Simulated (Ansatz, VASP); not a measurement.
W3N: VASP beside Ansatz

INCAR

```
ALGO     = Normal         # electronic algorithm
EDIFF    = 1E-6           # SCF threshold, eV
ENCUT    = 520            # plane-wave cutoff, eV
GGA      = PS             # functional
ISIF     = 2              # what is computed and relaxed
ISMEAR   = 0              # smearing method
LASPH    = True           # aspherical terms in the spheres
LCHARG   = True           # write CHGCAR
LELF     = True           # ELF
LREAL    = False          # projectors in reciprocal space
LVHAR    = True         
LWAVE    = False          # write WAVECAR
NBANDS   = 32             # bands
NELM     = 100            # most SCF steps
PREC     = Accurate       # precision mode
SIGMA    = 0.1            # smearing width, eV
```

The input KPOINTS:

```
k-points
0
Gamma
  18 18 6
```

The input POSCAR:

```
W3N
1.0
    2.9359277040      0.0000000000      0.0000000000
   -1.4679638521      2.5425879754      0.0000000000
    0.0000000000      0.0000000000      7.2851881508
W N
3 1
Direct
    0.0000000000      0.0000000000      0.5000000000
    0.3333333300      0.6666666700      0.1739300000
    0.6666666700      0.3333333300      0.8260700000
    0.0000000000      0.0000000000      0.0000000000
```

Input for Ansatz:

```yaml
crystal:
  lattice:
    - [2.935927704, 0.0, 0.0]
    - [-1.4679638521, 2.5425879754, 0.0]
    - [0.0, 0.0, 7.2851881508]
  atoms:
    - { symbol: W, position: [0.0, 0.0, 0.5] }
    - { symbol: W, position: [0.33333333, 0.66666667, 0.17393] }
    - { symbol: W, position: [0.66666667, 0.33333333, 0.82607] }
    - { symbol: "N", position: [0.0, 0.0, 0.0] }
basis:
  ecutwfc: 420
kpoints:
  mp_grid: { grid: [18, 18, 6] }
hamiltonian:
  xc: pbesol
scf:
  occupations: { method: gaussian, width: 0.1 }
output:
  forces: true
  stress: true
  eigenvalues: true
```

Alike in both runs: task single point; functional PBEsol; k mesh 18 × 18 × 6; occupations gaussian, width 0.1 eV; no spin polarisation.

```csv
,VASP,Ansatz
version,VASP 6.6.1,Ansatz 0.2.0
potentials or method,"VASP PAW PBE potentials, release 64 (W_sv, N)","scalar-relativistic, plane waves, PAW"
plane-wave cutoff (eV),520,420
valence electrons in the cell,47,47
```

VASP gave:

* gap on the k mesh at the Fermi level (eV): none
* pressure (GPa): -10.1
* largest component of the traceless stress (GPa): 5.11
* rms of the force components (eV/Å): 0.870

Question: What did Ansatz give for the same quantities?

Answer: gap on the k mesh at the Fermi level (eV): none; pressure (GPa): -11.1; largest component of the traceless stress (GPa): 5.02; rms of the force components (eV/Å): 0.827.

Atom by atom the forces differ by 0.043 eV/Å (rms over components). A gap of «none» marks a metal or a gap that the smearing closes. With one functional, cell and mesh, what is left measures potentials, basis and numerics.

Caveats: the PAW data sets were made with another functional, which shifts forces and pressure a little (VASP). Spin-orbit coupling is left out, which matters for the levels of W.
